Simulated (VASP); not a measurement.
Computed with PBE GGA, VASP's PBE PAW potentials (set 64) (plane waves; VASP).

The input files of a VASP run:

INCAR:
```
! general
SYSTEM   =  FePt
PREC     =  Accurate
ENCUT    =  400
LREAL    =  F   ! projection in real space or not
LASPH    =  T

! electronic loop
EDIFF    =  1E-6   ! SCF stop (eV)
NELM     =  100   ! most electronic steps
ALGO     =  Normal
LMAXMIX  =  6

! smearing
ISMEAR   =  1   ! Methfessel-Paxton
SIGMA    =  0.1   ! width (eV)

! functional
GGA      =  PE

! spin
ISPIN    =  2   ! spin-polarised
MAGMOM   =  3.0 0.0

! ions
ISIF     =  2   ! forces and stress, cell fixed

! output
LWAVE    =  F
LCHARG   =  F
LORBIT   =  10
```

**KPOINTS**
```
Automatic
0
Gamma
 3 3 2
```

### POSCAR
```
FePt
1
    2.6556720000     0.0000000000     0.0000000000
    0.0000000000     2.7381800000     0.0000000000
    0.0000000000     0.0000000000     3.6336920000
Fe Pt
1 1
Direct
  0.0000000000   0.0000000000   0.0000000000
  0.5148810000   0.5000000000   0.5000000000
```

POTCAR, in this order: Fe Pt (PBE.64 set). Program: vasp_std.

Gaps are read on the run's mesh, which can miss a band edge. Unless said otherwise, spin-orbit coupling is left out, though it shifts the bands of the heavy elements here.

Q: Estimate the energy per atom (σ→0), cell moment, pressure, largest force, band gap (on the k-mesh).

A: 
```yaml
energy per atom (σ→0): -7318 meV/atom
cell_moment: 3.58 μB
band gap (on the k-mesh): none (metal, semimetal or under 0.01 eV)
pressure: 17.81 GPa
largest_force: 0.244 eV/Å
```

OSZICAR:
```
...
DAV:  10    -0.146364610407E+02    0.16013E-01   -0.89246E-02   659   0.516E+00    0.108E+00
DAV:  11    -0.146355654904E+02    0.89555E-03   -0.13664E-02   652   0.183E+00    0.573E-01
DAV:  12    -0.146354004093E+02    0.16508E-03   -0.12656E-03   667   0.459E-01    0.225E-01
DAV:  13    -0.146352701228E+02    0.13029E-03   -0.60838E-04   596   0.294E-01    0.863E-02
DAV:  14    -0.146352544193E+02    0.15704E-04   -0.50658E-05   669   0.988E-02    0.283E-02
DAV:  15    -0.146352575806E+02   -0.31613E-05   -0.71949E-06   589   0.330E-02    0.211E-02
DAV:  16    -0.146352569010E+02    0.67961E-06   -0.21283E-06   382   0.265E-02
   1 F= -.14635257E+02 E0= -.14635767E+02  d E =0.153092E-02  mag=     3.5794
```

The compound is FePt in the L1_0 structure. The cell was not relaxed at this level, atoms are displaced from their ideal sites. The k-mesh is coarse (spacing up to 0.86 per Å, 2π included), so the numbers may not be converged in it. The run is one of a series of settings (KPOINTS 3×3×2 Γ-centred mesh against the base run), some of them coarse on purpose.
